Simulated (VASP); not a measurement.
Data:

```
CELL_PARAMETERS angstrom
      3.23028     0.00000     0.00000
      0.00000     3.23028     0.00000
      0.00000     0.00000     3.23028
ATOMIC_POSITIONS crystal
  Nb 0.00000 0.00000 0.00000
  As 0.50000 0.50000 0.50000
```

Method: PBE GGA, VASP's PBE PAW potentials (set 64) (plane waves; VASP). Run with 300 eV cut-off, 8×8×8 Γ-centred mesh, Fermi-Dirac smearing of 0.14 eV, potentials Nb_sv As.

At this cut-off the stress carries a Pulay error, which pulls relaxed volumes low.

Problem. Give the stress tensor in GPa (positive for a compressed cell).

Solution. 
```
-2.28   0.00   0.00
 0.00  -2.28   0.00
 0.00   0.00  -2.28
```
The pressure is its mean diagonal, -2.28 GPa.

The structure was generated: NbAs was put into an ordered model structure, which need not be its known phase. The cell was not relaxed at this level.
